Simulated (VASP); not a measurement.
Given:

```yaml
crystal:
  lattice:
    - [4.03884, 0.00000, 0.00000]
    - [0.00000, 4.03884, 0.00000]
    - [0.00000, 0.00000, 4.03884]
  atoms:
    - { symbol: Ba, position: [0.00000, 0.00000, 0.00000] }
    - { symbol: Hf, position: [0.50000, 0.50000, 0.50000] }
    - { symbol: O, position: [0.50000, 0.00000, 0.50000] }
    - { symbol: O, position: [0.00000, 0.50000, 0.50000] }
    - { symbol: O, position: [0.50000, 0.50000, 0.00000] }
```

Calculation: LDA (Ceperley-Alder, Perdew-Zunger), VASP's LDA PAW potentials (set 64) (plane waves; VASP). Numerical set-up: 520 eV cut-off, 6×6×6 Γ-centred mesh, Gaussian smearing of 0.050 eV, potentials Ba_sv Hf_pv O.

Q: The job: BaHfO$_{3}$ (cubic perovskite), 5 atoms, LDA, static run, 520 eV, 6×6×6 Γ-centred mesh. Roughly how much core time does it take on a busy server core?

A: About 20 core-seconds (one run on a shared machine, a rough figure). It had 20 irreducible k-points, 23 bands, up to 1800 plane waves and 14 electronic steps.

The compound is BaHfO3 in the cubic perovskite structure. This cell is one point of a volume scan, at 0.94 of the reference volume.
